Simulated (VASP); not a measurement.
Here is the system:

```yaml
crystal:
  lattice:
    - [0.00000, 2.71110, 2.71110]
    - [2.71110, 0.00000, 2.71110]
    - [2.71110, 2.71110, 0.00000]
  atoms:
    - { symbol: K, position: [0.00000, 0.00000, 0.00000] }
    - { symbol: F, position: [0.50000, 0.50000, 0.50000] }
```

The numbers are results of r2SCAN meta-GGA, VASP's PBE PAW potentials (set 64) (plane waves; VASP), not measurements. Numerical set-up: 520 eV cut-off, 9×9×9 Γ-centred mesh, Gaussian smearing of 0.050 eV, potentials K_sv F.

### Question
Give the stress tensor in GPa (positive for a compressed cell).

### Answer

```
-1.83   0.00   0.00
 0.00  -1.83   0.00
 0.00   0.00  -1.83
```
The pressure is its mean diagonal, -1.83 GPa.

The compound is KF in the rock salt structure. This cell is one point of a volume scan, at 1.06 of the reference volume.
